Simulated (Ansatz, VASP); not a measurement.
# C: VASP beside Ansatz

One calculation is typed for both programs; each brings its own data sets. How far apart do they land? Of the first pair: The cell is taken from a series of runs on this material, whose earlier steps may have relaxed, scaled, displaced or heated it; both programs get it as it stands.

Program: Ansatz 0.2.0. Level of theory: plane waves, with VASP 6.6.1 beside it; single point at PBE. Results are calculated unless marked as measured.

### 1. Starting point

The cell holds 30 atoms: 30 C. Its edges and angles: a = 6.128 Å, b = 6.128 Å, c = 6.128 Å, α = 90.0°, β = 90.0°, γ = 90.0°. Kind glass; density_g_cm3 2.6; melt_temperature_k 3500; route random start, relaxed, short melt, two cooling runs, relaxed.

### 2. VASP: single point, PBE, pair 1

A single point gives forces, pressure and levels at one fixed geometry, so differences don't come from the geometry; what else differs is listed under the comparison.

Lines of VASP's logs that name or quote its potential files are left out, and so is its time.

INCAR reads:

```
SYSTEM = C
PREC = Accurate
ENCUT = 600
EDIFF = 1E-06
NELM = 120
ISMEAR = -1
SIGMA = 0.03
LREAL = .FALSE.
ALGO = Normal
GGA = PE
NBANDS = 84
LORBIT = 11
LWAVE = .FALSE.
LCHARG = .FALSE.
ISIF = 2
LASPH = .TRUE.
GGA_COMPAT = .FALSE.
EFERMI = MIDGAP
KPAR = 4
```

POSCAR reads:

```
C
1.0
    6.1281413518      0.0000000000      0.0000000000
    0.0000000000      6.1281413518      0.0000000000
    0.0000000000      0.0000000000      6.1281413518
C
30
Direct
    0.6183237674      0.0924455093      0.0432977259
    0.0285574946      0.6097421049      0.2796261518
    0.2963233232      0.9753128209      0.3123932960
    0.4370353637      0.9600810820      0.0915500379
    0.8110215079      0.4818916664      0.9502037836
    0.3436665283      0.2435685483      0.6035221278
    0.4053605537      0.6305029404      0.7666750695
    0.4745847417      0.3957448954      0.7372698375
    0.6792007521      0.0595216065      0.5166259284
    0.9604830397      0.8131103441      0.6597293192
    0.2369463498      0.7301468906      0.3665938110
    0.1919244624      0.6845546798      0.6115203443
    0.7581152416      0.1345431014      0.7246406517
    0.6111981390      0.5612993318      0.5986921107
    0.0743549447      0.1058850163      0.3655937564
    0.4562609839      0.0749362217      0.4820997367
    0.8685033264      0.0055540152      0.0544196937
    0.8994643849      0.9872358814      0.8148444413
    0.4016635570      0.6132932987      0.2522151118
    0.9871940321      0.4138812215      0.1103524701
    0.8645863704      0.7976997837      0.2159936809
    0.4708512186      0.7201387953      0.0356892554
    0.6947048353      0.6406054751      0.1227895251
    0.8758006995      0.9303266344      0.4362710368
    0.5886826931      0.5492724276      0.3442075273
    0.8410898769      0.5848257006      0.6956035395
    0.6495402357      0.2898142623      0.8852505916
    0.0319029816      0.4959062598      0.5462749069
    0.9881455764      0.1972865968      0.1630848902
    0.1363765856      0.2788753271      0.5276708442
```

KPOINTS reads:

```
Automatic mesh
0
Gamma
2 2 2
0 0 0
```

Potentials, in the order of the species: C (PBE family, release 64).

Run with:

```bash
> mpirun -np 4 vasp_std
```

Numbers of over 12 decimals in the logs are rounded to 6 here.

The program printed:

```text
[banner, memory and clock lines left out]
running    4 mpi-ranks, on    1 nodes
 distrk:  each k-point on    1 cores,    4 groups
 distr:  one band on    1 cores,    1 groups

 POSCAR found type information on POSCAR C
 POSCAR found :  1 types and      30 ions
|                                                                             |
|               ----> ADVICE to this user running VASP <----                  |
|                                                                             |
|     You have a (more or less) 'large supercell' and for larger cells it     |
|     might be more efficient to use real-space projection operators.         |
|     Therefore, try LREAL= Auto in the INCAR file.                           |
|     Mind: For very accurate calculation, you might also keep the            |
|     reciprocal projection scheme (i.e. LREAL=.FALSE.).                      |
|                                                                             |

 LDA part: xc-table for (Slater+PW92), standard interpolation
 POSCAR, INCAR and KPOINTS ok, starting setup
 FFT: planning ... GRIDC
 FFT: planning ... GRID_SOFT
 FFT: planning ... GRID
 WAVECAR not read
 entering main loop
       N       E                     dE             d eps       ncg     rms          rms(c)
DAV:   1     0.483703956031E+03    0.48370E+03   -0.67467E+04  1344   0.152E+03
DAV:   2    -0.221177884339E+03   -0.70488E+03   -0.67131E+03  1656   0.294E+02
DAV:   3    -0.263711880258E+03   -0.42534E+02   -0.41907E+02  1664   0.677E+01
DAV:   4    -0.264707731062E+03   -0.99585E+00   -0.99117E+00  1776   0.106E+01
DAV:   5    -0.264734373435E+03   -0.26642E-01   -0.26608E-01  1712   0.171E+00    0.211E+01
DAV:   6    -0.255563598721E+03    0.91708E+01   -0.10013E+01  1576   0.110E+01    0.121E+01
DAV:   7    -0.253196245576E+03    0.23674E+01   -0.93877E+00  1624   0.960E+00    0.414E+00
DAV:   8    -0.253183945351E+03    0.12300E-01   -0.92249E-01  1688   0.291E+00    0.229E+00
DAV:   9    -0.253188191523E+03   -0.42462E-02   -0.15016E-01  1664   0.134E+00    0.735E-01
DAV:  10    -0.253190516460E+03   -0.23249E-02   -0.21355E-02  1656   0.583E-01    0.253E-01
DAV:  11    -0.253191532554E+03   -0.10161E-02   -0.42759E-03  1680   0.223E-01    0.762E-02
DAV:  12    -0.253191746901E+03   -0.21435E-03   -0.39621E-04  1688   0.820E-02    0.384E-02
DAV:  13    -0.253191864517E+03   -0.11762E-03   -0.14571E-04  1600   0.452E-02    0.122E-02
DAV:  14    -0.253191878718E+03   -0.14201E-04   -0.20053E-05  1712   0.162E-02    0.433E-03
DAV:  15    -0.253191879642E+03   -0.92425E-06   -0.16670E-06  1192   0.508E-03
   1 F= -.25319188E+03 E0= -.25319187E+03  d E =-.108565E-04
```

From OUTCAR (step 2):

```text
ion  position               nearest neighbor table
   1  0.618  0.092  0.043-   4 1.41  27 1.56  17 1.62
   2  0.029  0.610  0.280-  11 1.57  21 1.58  20 1.61  28 1.78
   3  0.296  0.975  0.312-  16 1.55  11 1.58   4 1.61  15 1.61
   4  0.437  0.960  0.092-   1 1.41  22 1.52   3 1.61
   5  0.811  0.482  0.950-  20 1.52  27 1.59  23 1.60  26 1.69
   6  0.344  0.244  0.604-  30 1.37  16 1.45   8 1.48
   7  0.405  0.631  0.767-   8 1.51  12 1.65  14 1.68  22 1.78
   8  0.475  0.396  0.737-   6 1.48   7 1.51  27 1.55  14 1.57
   9  0.679  0.060  0.517-  16 1.39  13 1.44  24 1.52
  10  0.960  0.813  0.660-  18 1.48  26 1.59  24 1.63  12 1.65
  11  0.237  0.730  0.367-  19 1.42  12 1.55   2 1.57   3 1.58
  12  0.192  0.685  0.612-  11 1.55  28 1.57  10 1.65   7 1.65
  13  0.758  0.135  0.725-  18 1.37   9 1.44  27 1.52
  14  0.611  0.561  0.599-  26 1.54   8 1.57  25 1.57   7 1.68
  15  0.074  0.106  0.366-  29 1.46  30 1.50   3 1.61  24 1.68
  16  0.456  0.075  0.482-   9 1.39   6 1.45   3 1.55
  17  0.869  0.006  0.054-  18 1.48  29 1.54  21 1.61   1 1.62
  18  0.899  0.987  0.815-  13 1.37  10 1.48  17 1.48
  19  0.402  0.613  0.252-  25 1.34  11 1.42  22 1.54  23 1.97
  20  0.987  0.414  0.110-  29 1.37   5 1.52   2 1.61
  21  0.865  0.798  0.216-  23 1.53  24 1.58   2 1.58  17 1.61
  22  0.471  0.720  0.036-   4 1.52  19 1.54  23 1.55   7 1.78
  23  0.695  0.641  0.123-  21 1.53  22 1.55   5 1.60  25 1.61  19 1.97
  24  0.876  0.930  0.436-   9 1.52  21 1.58  10 1.63  15 1.68
  25  0.589  0.549  0.344-  19 1.34  14 1.57  23 1.61
  26  0.841  0.585  0.696-  14 1.54  28 1.58  10 1.59   5 1.69
  27  0.650  0.290  0.885-  13 1.52   8 1.55   1 1.56   5 1.59
  28  0.032  0.496  0.546-  30 1.48  12 1.57  26 1.58   2 1.78
  29  0.988  0.197  0.163-  20 1.37  15 1.46  17 1.54
  30  0.136  0.279  0.528-   6 1.37  28 1.48  15 1.50

  LATTYP: Found a simple cubic cell.
 ALAT       =     6.1281413518

 Subroutine GETGRP returns: Found  1 space group operations
 (whereof  1 operations were pure point group operations)

The static configuration has the point symmetry C_1 .

 Found      8 irreducible k-points:

   k-points           NKPTS =      8   k-points in BZ     NKDIM =      8   number of bands    NBANDS=     84

   dimension x,y,z NGX =    50 NGY =   50 NGZ =   50
   dimension x,y,z NGXF=   100 NGYF=  100 NGZF=  100

   ENCUT  =  600.0 eV  44.10 Ry    6.64 a.u.  12.24 12.24 12.24*2*pi/ulx,y,z

   NELECT =     120.0000    total number of electrons

 k-points in reciprocal lattice and weights: Automatic mesh
   0.00000000  0.00000000  0.00000000       0.125
   0.50000000  0.00000000  0.00000000       0.125
   0.00000000  0.50000000  0.00000000       0.125
   0.00000000  0.00000000  0.50000000       0.125
   0.50000000  0.50000000  0.00000000       0.125
   0.00000000  0.50000000  0.50000000       0.125
   0.50000000  0.00000000  0.50000000       0.125
   0.50000000  0.50000000  0.50000000       0.125

 average (electrostatic) potential at core
       1 -49.7242       2 -49.8011       3 -49.6997       4 -48.7585       5 -49.7104
       6 -49.0665       7 -49.8698       8 -49.5676       9 -49.2784      10 -49.8006
      11 -49.2403      12 -49.6011      13 -49.3039      14 -49.7219      15 -49.3887
      16 -49.1937      17 -49.7158      18 -49.3520      19 -48.9547      20 -49.2198
      21 -49.6192      22 -49.4492      23 -49.8774      24 -49.8278      25 -48.9052
      26 -49.7502      27 -49.8561      28 -49.6232      29 -49.1189      30 -48.9844

 E-fermi :   6.6049

 k-point     1 :       0.0000    0.0000    0.0000
  band No.  band energies     occupation
    ...
     56       4.3084      2.00000
     57       4.4604      2.00000
     58       4.8820      2.00000
     59       5.2837      2.00000
     60       5.5731      2.00000
     61       6.9353      0.00003
     62       7.6757      0.00000
     63       8.3191      0.00000
     64       8.6777      0.00000
     65       8.7381      0.00000
    ...

 k-point     2 :       0.5000    0.0000    0.0000
  band No.  band energies     occupation
    ...
     56       3.8580      2.00000
     57       4.2788      2.00000
     58       4.7153      2.00000
     59       5.3623      2.00000
     60       5.4709      2.00000
     61       6.9028      0.00010
     62       7.5826      0.00000
     63       8.2922      0.00000
     64       8.8191      0.00000
     65       9.1796      0.00000
    ...

 k-point     3 :       0.0000    0.5000    0.0000
  band No.  band energies     occupation
    ...
     56       4.0035      2.00000
     57       4.5015      2.00000
     58       4.8644      2.00000
     59       5.4664      2.00000
     60       6.0742      2.00000
     61       7.1515      0.00000
     62       7.8515      0.00000
     63       8.4727      0.00000
     64       8.5000      0.00000
     65       8.8066      0.00000
    ...

  Total       -0.2203279    -11.9419926    -31.9328972     -7.9217581     -2.1112402     -4.2289661
  in kB       -1.5338883    -83.1382846   -222.3118348    -55.1500404    -14.6981243    -29.4414007
  external PRESSURE =    -102.3280026 kB  Pullay stress =       0.0000000 kB

  energy-cutoff  :      600.00
  volume of cell :      230.14
      direct lattice vectors                 reciprocal lattice vectors
     6.128141352  0.000000000  0.000000000     0.163181615  0.000000000  0.000000000
     0.000000000  6.128141352  0.000000000     0.000000000  0.163181615  0.000000000
     0.000000000  0.000000000  6.128141352     0.000000000  0.000000000  0.163181615

 POSITION                                       TOTAL-FORCE (eV/Angst)
 -----------------------------------------------------------------------------------
      3.78918      0.56652      0.26533         0.025292      0.022959     -0.006465
      0.17500      3.73659      1.71359        -0.001670     -0.019609     -0.005151
      1.81591      5.97685      1.91439        -0.002007      0.002324     -0.006214
      2.67821      5.88351      0.56103        -0.035984     -0.003983      0.011372
      4.97005      2.95310      5.82298        -0.004121      0.012186     -0.022820
      2.10604      1.49262      3.69847         0.023454      0.009992      0.031600
      2.48411      3.86381      4.69829        -0.017021      0.035655      0.017434
      2.90832      2.42518      4.51809        -0.001197     -0.029833      0.008945
      4.16224      0.36476      3.16596        -0.000610     -0.004287     -0.028129
      5.88598      4.98286      4.04291         0.015382     -0.004613     -0.007033
      1.45204      4.47444      2.24654        -0.020927      0.024161      0.010394
      1.17614      4.19505      3.74748         0.021073      0.018375      0.022140
      4.64584      0.82450      4.44070        -0.017729      0.039315     -0.001512
      3.74551      3.43972      3.66887         0.005139      0.006705     -0.021417
      0.45566      0.64888      2.24041        -0.002820     -0.025551      0.022127
      2.79603      0.45922      2.95438        -0.000317     -0.017440     -0.017392
      5.32231      0.03404      0.33349         0.003288     -0.014230      0.016166
      5.51204      6.04992      4.99348         0.037754     -0.027703      0.018815
      2.46145      3.75835      1.54561        -0.030724     -0.012580     -0.018695
      6.04966      2.53632      0.67626         0.009228      0.042274     -0.003018
      5.29831      4.88842      1.32364         0.005130      0.018170     -0.007141
      2.88544      4.41311      0.21871        -0.018862     -0.007479     -0.050819
      4.25725      3.92572      0.75247         0.015364     -0.015364     -0.007986
      5.36703      5.70117      2.67353         0.010010     -0.003982     -0.005270
      3.60753      3.36602      2.10935         0.045851     -0.031668      0.041188
      5.15432      3.58389      4.26276        -0.004666     -0.002257      0.018240
      3.98047      1.77602      5.42494        -0.009769      0.016350      0.013707
      0.19551      3.03898      3.34765        -0.017190     -0.003277     -0.007302
      6.05550      1.20900      0.99941        -0.000393     -0.025418     -0.011598
      0.83573      1.70899      3.23364        -0.030960      0.000809     -0.004164
 -----------------------------------------------------------------------------------
    total drift:                                0.000609     -0.000256      0.000006

  FREE ENERGIE OF THE ION-ELECTRON SYSTEM (eV)
  ---------------------------------------------------
  free  energy   TOTEN  =      -253.1918796423 eV

  energy  without entropy=     -253.1918687858  energy(sigma->0) =     -253.19187421

 total charge
# of ion       s       p       d       tot
------------------------------------------
    1        0.863   1.586   0.000   2.449
    2        0.828   1.577   0.000   2.405
    3        0.821   1.617   0.000   2.439
    4        0.828   1.678   0.000   2.506
    5        0.819   1.624   0.000   2.443
    6        0.869   1.769   0.000   2.637
    7        0.805   1.534   0.000   2.339
    8        0.829   1.741   0.000   2.570
    9        0.857   1.744   0.000   2.600
   10        0.824   1.642   0.000   2.466
   11        0.842   1.756   0.000   2.598
   12        0.816   1.616   0.000   2.432
   13        0.885   1.761   0.000   2.646
   14        0.812   1.634   0.000   2.446
   15        0.833   1.700   0.000   2.534
   16        0.859   1.717   0.000   2.576
   17        0.829   1.675   0.000   2.504
   18        0.874   1.751   0.000   2.624
   19        0.891   1.777   0.000   2.668
   20        0.843   1.685   0.000   2.528
   21        0.817   1.675   0.000   2.492
   22        0.816   1.637   0.000   2.453
   23        0.835   1.635   0.000   2.470
   24        0.827   1.619   0.000   2.445
   25        0.847   1.703   0.000   2.549
   26        0.824   1.610   0.000   2.434
   27        0.826   1.679   0.000   2.505
   28        0.833   1.632   0.000   2.465
   29        0.867   1.741   0.000   2.608
   30        0.859   1.755   0.000   2.614
--------------------------------------------------
tot         25.178  50.269   0.000  75.446

[... 3 further parts left out ...]
```

The run ends at a pressure of -10.23 GPa, with forces up to 0.069 eV/Å.

(Part 1 of 3 ends here.)

[Lines on the potential files, build, host, timing and source positions are cut from VASP's logs without a mark.]

[Logs are printed without paths, hosts, clocks, repeated set-up lines and the standing remarks that a program may print on its own settings, such as how far it seeks lower states.]

[Hosts, paths, dates, database ids (printed as entryN), source tags and the programs' standing remarks are cut or masked in the printed files.]
